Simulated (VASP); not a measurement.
```
TiN
1.0
    0.00000     2.10057     2.10057
    2.10057     0.00000     2.10057
    2.10057     2.10057     0.00000
Ti N
1 1
Direct
  0.00000   0.00000   0.00000
  0.50000   0.50000   0.50000
```

These are PBE GGA, VASP's PBE PAW potentials (set 64) (plane waves; VASP) values and carry that method's errors. Numerical set-up: 620 eV cut-off, 15×15×15 Γ-centred mesh, first-order Methfessel-Paxton smearing of 0.10 eV, potentials Ti_sv N.

Energy and stress use the plane-wave basis of the starting cell.

Problem. The ions, cell shape and volume at an external pressure of 20.0 GPa are relaxed. Give the cell that the relaxation ends in.

Solution. 
```
TiN
1.0
    0.00000     2.08020     2.08020
    2.08020     0.00000     2.08020
    2.08020     2.08020     0.00000
Ti N
1 1
Direct
  0.00000   0.00000   0.00000
  0.50000   0.50000   0.50000
```
Space group Fm-3m (225), at a tolerance of 0.03 Å.

Problem. How do energy and volume change from the first to the last step?

Solution. The energy (σ→0) changes by +24.6 meV/atom and the volume by -2.9 %, in 3 ionic steps.

The compound is TiN in the rock salt structure. This run relaxes it under an external pressure of 20 GPa. Symmetry was kept, so distortions that lower it aren't found. The electron count is odd and the run is not spin-polarised, which forces a metal.
